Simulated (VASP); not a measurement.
Consider the following.

```xyz
6
Lattice="4.8430 0.0000 0.0000 0.0000 4.8430 0.0000 0.0000 0.0000 4.8430" Properties=species:S:1:pos:R:3 pbc="T T T"
Ag     3.6323     1.2108     3.6323
Ag     1.2108     3.6323     3.6323
Ag     3.6323     3.6323     1.2108
Ag     1.2108     1.2108     1.2108
O      0.0000     0.0000     0.0000
O      2.4215     2.4215     2.4215
```

Method: optB86b-vdW, VASP's PBE PAW potentials (set 64) (plane waves; VASP 6.6.1). Settings: 520 eV cut-off, 7×7×7 Γ-centred mesh, first-order Methfessel-Paxton smearing of 0.10 eV, potentials Ag O.

**Question.** Predict the energy per atom (σ→0), pressure, band gap (on the k-mesh) with the smallest direct gap where there is one.

**Answer.** 
The band gap (on the k-mesh) is none (metal, semimetal or under 0.01 eV), the energy per atom (σ→0) comes out as -100.3 kJ/mol of atoms and the pressure is -4.05 GPa.

Total energies compare only between runs with the same potentials, cut-off and functional.

The compound is Ag2O in the cuprite structure. This cell is one point of a volume scan, at 1.06 of the reference volume.
